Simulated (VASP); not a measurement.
An input for Quantum ESPRESSO's pw.x (written as the equivalent of a VASP run, and not itself run):

```
&CONTROL
  calculation = 'vc-relax'
  pseudo_dir = './pseudo'
  outdir = './out'
  tprnfor = .true.
  tstress = .true.
  nstep = 60
  forc_conv_thr = 0.00039
/
&SYSTEM
  ibrav = 0
  nat = 2
  ntyp = 1
  ecutwfc = 70
  occupations = 'smearing'
  smearing = 'methfessel-paxton'
  degauss = 0.00735
  input_dft = 'pz'
/
&ELECTRONS
  conv_thr = 7.3e-08
  electron_maxstep = 100
/
&IONS
/
&CELL
/
ATOMIC_SPECIES
  Zr 91.224 Zr.upf
CELL_PARAMETERS angstrom
     1.5718027   -2.7224421   -0.0000000
     1.5718027    2.7224421    0.0000000
    -0.0000000   -0.0000000    5.0965720
ATOMIC_POSITIONS crystal
  Zr   0.3333330  0.6666670  0.2500000
  Zr   0.6666670  0.3333330  0.7500000
K_POINTS automatic
  12 12 7 0 0 0
```

Task: Translate this input to VASP (INCAR, KPOINTS, POSCAR, choice of POTCAR).

Result: One answer among several that fit: 
KPOINTS:
```
Automatic mesh
0
Gamma
12 12 7
0 0 0
```

### POSCAR
```
Zr
1
    1.5718026909    -2.7224420702    -0.0000000000
    1.5718026909     2.7224420702     0.0000000000
   -0.0000000000    -0.0000000000     5.0965719717
Zr
2
Direct
  0.3333330000   0.6666670000   0.2500000000
  0.6666670000   0.3333330000   0.7500000000
```

### INCAR
```
! general
SYSTEM   =  Zr
PREC     =  Accurate
ENCUT    =  520
LREAL    =  .FALSE.   ! projection in real space or not
LASPH    =  .TRUE.   ! aspherical one-centre terms

! electronic loop
EDIFF    =  1E-6
NELM     =  100
ALGO     =  Normal
LMAXMIX  =  4   ! l cut-off of mixed one-centre charges

! smearing
ISMEAR   =  1   ! Methfessel-Paxton
SIGMA    =  0.1   ! width (eV)

! ions
IBRION   =  2
NSW      =  60
ISIF     =  3
EDIFFG   =  -0.01   ! ionic stop

! output
LWAVE    =  .FALSE.
LCHARG   =  .FALSE.
```

POTCAR, in this order: Zr_sv (LDA.64 set). Program: vasp_std.

Limits of the translation: the potentials are each code's own (VASP's PAW set, PseudoDojo norm-conserving files in pw.x), so ENCUT and ecutwfc are chosen apart and not converted; conv_thr bounds pw.x's estimated SCF error, while EDIFF bounds the energy change between steps; forc_conv_thr acts on force components and is met together with etot_conv_thr.

The compound is Zr in the hcp structure. It was relaxed first, which changed the volume by -6 %. The start is the result of an earlier pass.
